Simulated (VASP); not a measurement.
An input for Quantum ESPRESSO's pw.x (written as the equivalent of a VASP run, and not itself run):

```
&CONTROL
  calculation = 'scf'
  pseudo_dir = './pseudo'
  outdir = './out'
  tprnfor = .true.
  tstress = .true.
/
&SYSTEM
  ibrav = 0
  nat = 2
  ntyp = 2
  ecutwfc = 82.3
  occupations = 'smearing'
  smearing = 'gaussian'
  degauss = 0.003675
  input_dft = 'pbesol'
/
&ELECTRONS
  conv_thr = 7.3e-09
  electron_maxstep = 100
/
ATOMIC_SPECIES
  Te 127.600 Te.upf
  Pb 207.200 Pb.upf
CELL_PARAMETERS angstrom
     0.0000000    3.2206377    3.2206377
     3.2206377   -0.0000000    3.2206377
     3.2206377    3.2206377    0.0000000
ATOMIC_POSITIONS crystal
  Te   0.5000000  0.5000000  0.5000000
  Pb   0.0232873  0.0232873 -0.0232873
K_POINTS automatic
  8 8 8 0 0 0
```

Q: Translate this input to VASP (INCAR, KPOINTS, POSCAR, choice of POTCAR).

A: This is not unique; one that fits is 
**INCAR**
```
# general
SYSTEM   =  PbTe
PREC     =  Accurate
ENCUT    =  480   # plane-wave cut-off (eV)
LREAL    =  .FALSE.   # projection in real space or not
LASPH    =  .TRUE.

# electronic loop
EDIFF    =  1E-7   # SCF stop (eV)
NELM     =  100
ALGO     =  Normal   # blocked Davidson
LMAXMIX  =  4   # l cut-off of mixed one-centre charges

# smearing
ISMEAR   =  0
SIGMA    =  0.05   # width (eV)

# functional
GGA      =  PS   # PBEsol

# ions
ISIF     =  2   # forces and stress, cell fixed

# output
LWAVE    =  .FALSE.
LCHARG   =  .FALSE.
```

**KPOINTS**
```
Regular mesh
0
gamma
8 8 8
```

### POSCAR
```
PbTe
1
    0.0000000000     3.2206376903     3.2206376903
    3.2206376903    -0.0000000000     3.2206376903
    3.2206376903     3.2206376903     0.0000000000
Te Pb
1 1
Direct
  0.5000000000   0.5000000000   0.5000000000
  0.0232873136   0.0232873136  -0.0232873136
```

POTCAR, in this order: Te Pb_d (PBE.64 set). Program: vasp_std.

What does not carry over: the potentials are each code's own (VASP's PAW set, PseudoDojo norm-conserving files in pw.x), so ENCUT and ecutwfc are chosen apart and not converted; conv_thr bounds pw.x's estimated SCF error, while EDIFF bounds the energy change between steps.

The compound is PbTe in the rock salt structure. This cell was strained or had an atom moved on purpose.
